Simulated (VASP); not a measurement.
Consider the following.

```
KI
1.0
    0.00000     3.51012     3.51012
    3.51012     0.00000     3.51012
    3.51012     3.51012     0.00000
K I
1 1
Direct
  0.02849   0.97151   0.02849
  0.50000   0.50000   0.50000
```

All values below come from PBEsol GGA, VASP's PBE PAW potentials (set 64) (plane waves; VASP 6.6.1). Run with 480 eV cut-off, 6×6×6 Γ-centred mesh, Gaussian smearing of 0.050 eV, potentials K_sv I.

Unless said otherwise, spin-orbit coupling is left out, though it shifts the bands of the heavy elements here.

**Question.** Estimate the energy per atom (σ→0), largest force, band gap (on the k-mesh) with the smallest direct gap where there is one.

**Answer.** 
| Property | Value |
|---|---|
| band gap (on the k-mesh) | 3.87 eV |
| smallest direct gap (on the k-mesh) | 3.87 eV |
| energy per atom (σ→0) | -2.897 eV/atom |
| largest force | 0.238 eV/Å |

The compound is KI in the rock salt structure. This cell was strained or had an atom moved on purpose.
